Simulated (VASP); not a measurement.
Consider the following.

```
Ir3Pd
1.0
    0.00000     1.92329     1.92329
    1.92329     0.00000     1.92329
    7.66509     7.66509     0.02807
Pd Ir
1 3
Direct
  0.00000   0.00000   0.00000
  0.99468   0.99468   0.25399
  0.00000   0.00000   0.50000
  0.00532   0.00532   0.74601
```

Level of theory: PBEsol GGA, VASP's PBE PAW potentials (set 64) (plane waves; VASP). Numerical set-up: 400 eV cut-off, Gaussian smearing of 0.050 eV, potentials Pd Ir.

Unless said otherwise, spin-orbit coupling is left out, though it shifts the bands of the heavy elements here.

Q: Estimate the band gap (along the path) with the smallest direct gap where there is one.

A: 
- band gap (along the path) = none (metal, semimetal or under 0.01 eV)

The absolute energy has meaning only against runs of the same code, potentials and settings.

The structure was generated: Ir3Pd was put into an ordered model structure (R-3m), which need not be its known phase. It was relaxed first. The electron count is odd and the run is not spin-polarised, which forces a metal. VASP warned that the highest band is occupied, so more bands are needed.
